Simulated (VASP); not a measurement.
Input:

```
ZrO2
1.0
    0.00000     2.48894     2.48894
    2.48894     0.00000     2.48894
    2.48894     2.48894     0.00000
Zr O
1 2
Direct
  0.00000   0.00000   0.00000
  0.25000   0.25000   0.25000
  0.75000   0.75000   0.75000
```

Computed with r2SCAN meta-GGA, VASP's PBE PAW potentials (set 64) (plane waves; VASP). Settings: 620 eV cut-off, 8×8×8 Γ-centred mesh, Gaussian smearing of 0.050 eV, potentials Zr_sv O.

Problem. What does the run give for the energy per atom (σ→0), pressure, band gap (on the k-mesh) with the smallest direct gap where there is one?

Solution. 
- band gap (on the k-mesh): 4.07 eV
- smallest direct gap (on the k-mesh): 4.54 eV
- energy per atom (σ→0): -15.244 eV/atom
- pressure: 19.74 GPa

Total energies compare only between runs with the same potentials, cut-off and functional.

The compound is ZrO2 in the fluorite structure, the high-temperature cubic form, which is unstable at 0 K; the monoclinic form is the stable one. It was relaxed first under an external pressure of 20 GPa.
